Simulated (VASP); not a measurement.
# CdBr2 (R-3m) in VASP: single point with LDA

Aim: the single point of CdBr2 with LDA.

All numbers are computed with VASP 6.6.1; they aren't measurements. Logs are shortened: lines on timing, memory, paths and dates and some standing lists are left out, and cuts for length are marked.

### Step 1. The crystal as given

Symmetry: R-3m, No. 166, trigonal system. Conventional cell: a = 3.950 Å, b = 3.950 Å, c = 18.670 Å, α = 90.00°, β = 90.00°, γ = 120.00°. Cd (site symmetry -3m) has 6 Br at 2.76 Å as nearest neighbours. Br (site symmetry 3m) is surrounded by 3 Cd at 2.76 Å.

### Step 2. Single point, LDA

File INCAR:

```
PREC = Accurate ; ENCUT = 520
EDIFF = 1E-6 ; ISMEAR = 0
SIGMA = 0.05 ; LREAL = F
LASPH = T ; NELM = 60
ALGO = Fast ; ISIF = 2
LWAVE = F ; LCHARG = F
NBANDS = 20
```

File KPOINTS:

```
regular mesh
0
Gamma
  9 9 9
```

File POSCAR:

```
CdBr2
1.0
    1.9749999253      1.1402667385      6.2233300000
   -1.9749999253      1.1402667385      6.2233300000
    0.0000000000     -2.2805334771      6.2233300000
Cd Br
1 2
Direct
    0.0000000000      0.0000000000      0.0000000000
    0.2500000000      0.2500000000      0.2500000000
    0.7500000000      0.7500000000      0.7500000000
```

Potentials or basis: VASP PAW LDA potentials, release 64 (Cd, Br).

On the command line:

```
$ cat potpaw_LDA.64/Cd/POTCAR potpaw_LDA.64/Br/POTCAR > POTCAR
$ mpirun -np 1 vasp_std > vasp.out
```

OUTCAR:

```text
PREC = Accurate
   ENCUT = 520
   EDIFF = 1E-6
   ISMEAR = 0
   LREAL = F
   LASPH = T
   NELM = 60
   ISIF = 2

 ion  position               nearest neighbor table
   1  0.000  0.000  0.000-   3 2.76   3 2.76   2 2.76   2 2.76   3 2.76   2 2.76
   2  0.250  0.250  0.250-   1 2.76   1 2.76   1 2.76
   3  0.750  0.750  0.750-   1 2.76   1 2.76   1 2.76

  LATTYP: Found a trigonal (rhomboedric) cell.
 ALAT       =     6.6280215169
 COS(alpha) =     0.8224190629

  Lattice vectors:

 A1 = (   1.9749999253,   1.1402667385,   6.2233300000)
 A2 = (  -1.9749999253,   1.1402667385,   6.2233300000)
 A3 = (   0.0000000000,  -2.2805334771,   6.2233300000)

Analysis of symmetry for initial positions (statically):
=====================================================================
 Subroutine PRICEL returns:
 Original cell was already a primitive cell.

 Routine SETGRP: Setting up the symmetry group for a
 trigonal (rhombohedral) supercell.

 Subroutine GETGRP returns: Found 12 space group operations
 (whereof 12 operations were pure point group operations)
 out of a pool of 12 trial point group operations.

The static configuration has the point symmetry D_3d.

Analysis of symmetry for dynamics (positions and initial velocities):
=====================================================================
 Subroutine PRICEL returns:
 Original cell was already a primitive cell.

 Routine SETGRP: Setting up the symmetry group for a
 trigonal (rhombohedral) supercell.

 Subroutine GETGRP returns: Found 12 space group operations
 (whereof 12 operations were pure point group operations)
 out of a pool of 12 trial point group operations.

The dynamic configuration has the point symmetry D_3d.

 Subroutine INISYM returns: Found 12 space group operations
 (whereof 12 operations are pure point group operations),
 and found     1 'primitive' translations

----------------------------------------------------------------------------------------

                                     Primitive cell

  volume of cell :      84.0906

  direct lattice vectors                    reciprocal lattice vectors
     1.974999925  1.140266739  6.223330000     0.253164567  0.146164631  0.053561893
    -1.974999925  1.140266739  6.223330000    -0.253164567  0.146164631  0.053561893
     0.000000000 -2.280533477  6.223330000     0.000000000 -0.292329261  0.053561893

  length of vectors
     6.628021517  6.628021517  6.628021517     0.297195682  0.297195682  0.297195682

  position of ions in fractional coordinates (direct lattice)
     0.000000000  0.000000000  0.000000000
     0.250000000  0.250000000  0.250000000
     0.750000000  0.750000000  0.750000000

  ion indices of the primitive-cell ions
   primitive index   ion index
                 1           1
                 2           2
                 3           3

----------------------------------------------------------------------------------------

 KPOINTS: regular mesh

Automatic generation of k-mesh.
 Grid dimensions read from file:
 generate k-points for:    9    9    9

 Generating k-lattice:

  Cartesian coordinates                     Fractional coordinates (reciprocal lattice)
     0.028129396  0.016240515  0.005951321     0.111111111 -0.000000000  0.000000000
    -0.028129396  0.016240515  0.005951321    -0.000000000  0.111111111  0.000000000
     0.000000000 -0.032481029  0.005951321    -0.000000000 -0.000000000  0.111111111

  Length of vectors
     0.033021742  0.033021742  0.033021742

  Shift w.r.t. Gamma in fractional coordinates (k-lattice)
     0.000000000  0.000000000  0.000000000

 Subroutine IBZKPT returns following result:
 ===========================================

 Found     85 irreducible k-points:

 Following reciprocal coordinates:
            Coordinates               Weight
  0.000000  0.000000  0.000000      1.000000
  0.111111  0.000000  0.000000      6.000000
  0.222222  0.000000  0.000000      6.000000
  0.333333  0.000000  0.000000      6.000000
  0.444444  0.000000  0.000000      6.000000
  0.111111  0.111111  0.000000      6.000000
[... 16 lines left out ...]
 -0.333333  0.333333  0.000000      6.000000
  0.444444  0.444444  0.000000      6.000000
 [... further k-points ...]
   k-points           NKPTS =     85   k-points in BZ     NKDIM =     85   number of bands    NBANDS=     20
   number of dos      NEDOS =    301   number of ions     NIONS =      3
   total plane-waves  NPLWV = 125000
   dimension x,y,z NGX =    50 NGY =   50 NGZ =   50
   dimension x,y,z NGXF=   100 NGYF=  100 NGZF=  100
   ions per type =               1   2
   NGX,Y,Z   is equivalent  to a cutoff of  12.54, 12.54, 12.54 a.u.
   NGXF,Y,Z  is equivalent  to a cutoff of  25.08, 25.08, 25.08 a.u.
 SYSTEM =  unknown system
   PREC   = accura    normal or accurate (medium, high low for compatibility)
   ISTART =      0    job   : 0-new  1-cont  2-samecut
   ICHARG =      2    charge: 1-file 2-atom 10-const
   ISPIN  =      1    spin polarized calculation?
   LNONCOLLINEAR =      F non collinear calculations
   LSORBIT =      F    spin-orbit coupling
   LASPH  =      T    aspherical Exc in radial PAW
   ENCUT  =  520.0 eV  38.22 Ry    6.18 a.u.  12.32 12.32 12.32*2*pi/ulx,y,z
   NELM   =     60;   NELMIN=  2; NELMDL= -5     # of ELM steps
   EDIFF  = 0.1E-05   stopping-criterion for ELM
   LREAL  =      F    real-space projection
   EDIFFG = 0.1E-04   stopping-criterion for IOM
   NSW    =      0    number of steps for IOM
   IBRION =     -1    ionic relax: 0-MD 1-quasi-New 2-CG
   NFREE  =      0    steps in history (QN), initial steepest desc. (CG)
   ISIF   =      2    stress and relaxation
   ISYM   =      2    0-nonsym 1-usesym 2-fastsym
   POTIM  = 0.5000    time-step for ionic-motion
   TEBEG  =    0.0;   TEEND  =   0.0 temperature during run
   PSTRESS=    0.0 pullay stress
   NELECT =      26.0000    total number of electrons
   NUPDOWN=      -1.0000    fix difference up-down
   EMIN   =  10.00;   EMAX   =-10.00  energy-range for DOS
   EFERMI =   0.00;   METHOD = LEGACY
   ISMEAR =     0;   SIGMA  =   0.05  broadening in eV -4-tet -1-fermi 0-gaus
   EFERMI_NEDOS =   21; number of points for ismear=-14 and -15
   IALGO  =     68    algorithm
   IMIX   =      4    mixing-type and parameters
     AMIX     =   0.40;   BMIX     =  1.00
     AMIX_MAG =   1.60;   BMIX_MAG =  1.00
  volume/ion in A,a.u.               =      28.03       189.16
  Fermi-wavevector in a.u.,A,eV,Ry     =   1.107006  2.091938 16.673434  1.225463
  Thomas-Fermi vector in A             =   2.243515
   LORBIT       =      0    0 simple, 1 ext, 2 COOP (PROOUT), +10 PAW based schemes
   GGA     = CA    functional components
   LHFCALC =     F    Hartree Fock is set to
   AEXX    =    0.0000 exact exchange contribution
   IVDW    =     0    specifies the selected vdW correction
   LEPSILON=     F    determine dielectric tensor
   LRPA    =     F    only Hartree local field effects (RPA)
 non-spin polarized calculation
 RMM-DIIS sequential band-by-band and
 Gauss-broadening in eV      SIGMA  =   0.05
  energy-cutoff  :      520.00
  volume of cell :       84.09
 maximum number of plane-waves:      2303
 NGX is ok and might be reduce to    50
   NGX = 25   NGY = 25   NGZ = 25

 number of electron      26.0000001 magnetization

 Free energy of the ion-electron system (eV)
  ---------------------------------------------------
  ext. energy  EPLUGINS =         0.00000000
  ---------------------------------------------------
  free energy    TOTEN  =        -8.26324139 eV

  energy without entropy =       -8.26324139  energy(sigma->0) =       -8.26324139

 E-fermi :   0.2146     XC(G=0):  -9.2932

 val. band max:        0.0077725618   @ k =  -0.1111   0.2222   0.1111
 cond. band min:       2.5854944879   @ k =   0.0000   0.0000   0.0000
 fundamental gap:      2.5777219261
 Fermi energy:         0.2146219699

 k-point     1 :       0.0000    0.0000    0.0000
  band No.  band energies     occupation
      1     -14.0049      2.00000
      2     -13.3329      2.00000
      3      -7.0839      2.00000
      4      -7.0839      2.00000
      5      -6.9503      2.00000
      6      -6.7500      2.00000
[... 12 lines left out ...]
     19      10.6180      0.00000
     20      10.6187      0.00000

 k-point     2 :       0.1111    0.0000    0.0000
  band No.  band energies     occupation
      1     -13.9481      2.00000
      2     -13.3297      2.00000
      3      -7.0653      2.00000
      4      -7.0541      2.00000
      5      -6.9211      2.00000
      6      -6.7593      2.00000
[... 12 lines left out ...]
     19      10.3417      0.00000
     20      10.7758      0.00000

 k-point     3 :       0.2222    0.0000    0.0000
  band No.  band energies     occupation
      1     -13.7971      2.00000
      2     -13.3228      2.00000
      3      -7.0287      2.00000
      4      -6.9907      2.00000
      5      -6.8373      2.00000
      6      -6.7815      2.00000
[... 12 lines left out ...]
     19       9.9255      0.00000
     20      10.7298      0.00000

 k-point     4 :       0.3333    0.0000    0.0000
  band No.  band energies     occupation
      1     -13.6077      2.00000
      2     -13.3208      2.00000
      3      -7.0102      2.00000
      4      -6.9519      2.00000
      5      -6.8014      2.00000
      6      -6.7166      2.00000
[... 429 lines left out ...]
 k-point    23 :      -0.3333    0.3333    0.0000
  band No.  band energies     occupation
      1     -13.3497      2.00000
      2     -13.3496      2.00000
      3      -6.8727      2.00000
      4      -6.8655      2.00000
      5      -6.7481      2.00000
      6      -6.7463      2.00000
[... 12 lines left out ...]
     19       9.8154      0.00000
     20      10.8580      0.00000

 k-point    24 :       0.4444    0.4444    0.0000
  band No.  band energies     occupation
      1     -13.4319      2.00000
      2     -13.3622      2.00000
      3      -7.0058      2.00000
      4      -6.9597      2.00000
      5      -6.7650      2.00000
      6      -6.6507      2.00000
[... 12 lines left out ...]
     19      10.0650      0.00000
     20      11.9372      0.00000

 [... further k-points ...]

------------------------ aborting loop because EDIFF is reached ----------------------------------------

  FORCE on cell =-STRESS in cart. coord.  units (eV):
  Direction    XX          YY          ZZ          XY          YZ          ZX
  --------------------------------------------------------------------------------------
  -------------------------------------------------------------------------------------
  Total       -0.5447465     -0.5447465     -0.5441211      0.0000000      0.0000000      0.0000000
  in kB      -10.3790449    -10.3790449    -10.3671291      0.0000000      0.0000000      0.0000000
  external PRESSURE =     -10.3750729 kB  Pullay stress =       0.0000000 kB

 VOLUME and BASIS-vectors are now :
 -----------------------------------------------------------------------------
  energy-cutoff  :      520.00
  volume of cell :       84.09
      direct lattice vectors                 reciprocal lattice vectors
     1.974999925  1.140266739  6.223330000     0.253164567  0.146164631  0.053561893
    -1.974999925  1.140266739  6.223330000    -0.253164567  0.146164631  0.053561893
     0.000000000 -2.280533477  6.223330000     0.000000000 -0.292329261  0.053561893

 POSITION                                       TOTAL-FORCE (eV/Angst)
 -----------------------------------------------------------------------------------
      0.00000      0.00000      0.00000         0.000000      0.000000      0.000000
      0.00000     -0.00000      4.66750         0.000000     -0.000000      0.110453
      0.00000     -0.00000     14.00249         0.000000      0.000000     -0.110453
 -----------------------------------------------------------------------------------
    total drift:                               -0.000000     -0.000000     -0.000000

  FREE ENERGIE OF THE ION-ELECTRON SYSTEM (eV)
  ---------------------------------------------------
  free  energy   TOTEN  =        -8.2632413903 eV

  energy  without entropy=       -8.2632413903  energy(sigma->0) =       -8.26324139
```

Run time: 5.2 min. Hardware: 1 thread of Intel Xeon Platinum 8488C (Sapphire Rapids), shared host; peak memory 0.35 GiB.

Results:

```yaml
Free_energy: -8.2632 eV
Pressure: -1.0 GPa
Largest_force: 0.110 eV/Å
Band_gap_on_the_k_mesh: 2.58 eV, indirect (least direct gap 2.76 eV)
```

Forces on the atoms (eV/Å):
```
Cd   0.000  0.000  0.000
Br   0.000  0.000  0.110
Br   0.000  0.000 -0.110
```

Caveat: an odd mesh through Γ misses points on the zone boundary, where band edges often lie; the cell's inner coordinates are idealised or old, which leaves forces on the atoms.
